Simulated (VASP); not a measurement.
## MgO (space group P6_3/mmc): computed properties

Computed with PBEsol GGA, VASP's PBE PAW potentials (set 64) (plane waves; VASP 6.6.1).

```
Property                                                                                                            Value
---------------------------------------------  --------------------------------------------------------------------------
space group                                                                                                P6_3/mmc (194)
cell                                           a = 3.492 Å, b = 3.492 Å, c = 4.189 Å, α = 90.00°, β = 90.00°, γ = 120.00°
volume per atom                                                                                             11.06 Å³/atom
band gap (over mesh and band path)                                                                                3.28 eV
smallest direct gap (over mesh and band path)                                                                     3.28 eV
band-edge character                                                                                        direct, Γ to Γ
density                                                                                                        3.03 g/cm³
mean ε∞ (independent particles)                                                                                      3.07
```

```
MgO
1.0
    3.49189     0.00000     0.00000
   -1.74594     3.02407     0.00000
    0.00000     0.00000     4.18881
Mg O
2 2
Direct
  0.66667   0.33333   0.75000
  0.33333   0.66667   0.25000
  0.66667   0.33333   0.25000
  0.33333   0.66667   0.75000
```

The structure comes from a computed database's MgO entry (P6_3/mmc); how it stands against other phases isn't given here. It was relaxed first. Symmetry was kept, so distortions that lower it aren't found.
